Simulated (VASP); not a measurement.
Data:

```
CELL_PARAMETERS angstrom
      0.00000     3.77766     3.77766
      3.77766     0.00000     3.77766
      3.77766     3.77766     0.00000
ATOMIC_POSITIONS crystal
  Sc 0.50000 0.50000 0.50000
  Sc 0.75000 0.75000 0.75000
  Al 0.12500 0.12500 0.12500
  Al 0.62500 0.12500 0.12500
  Al 0.12500 0.12500 0.62500
  Al 0.12500 0.62500 0.12500
```

The numbers are results of LDA (Ceperley-Alder, Perdew-Zunger), VASP's LDA PAW potentials (set 64) (plane waves; VASP), not measurements. Run with 300 eV cut-off, 6×6×6 Γ-centred mesh, Gaussian smearing of 0.10 eV, potentials Sc_sv Al.

At this cut-off the stress carries a Pulay error, which pulls relaxed volumes low.

**Question.** Give the stress tensor in GPa (positive for a compressed cell).

**Answer.** 
```
-3.81   0.00   0.00
 0.00  -3.81   0.00
 0.00   0.00  -3.81
```
The pressure is its mean diagonal, -3.81 GPa.

The structure comes from a computed database's ScAl2 entry (Fd-3m); how it stands against other phases isn't given here. The cell was not relaxed at this level.
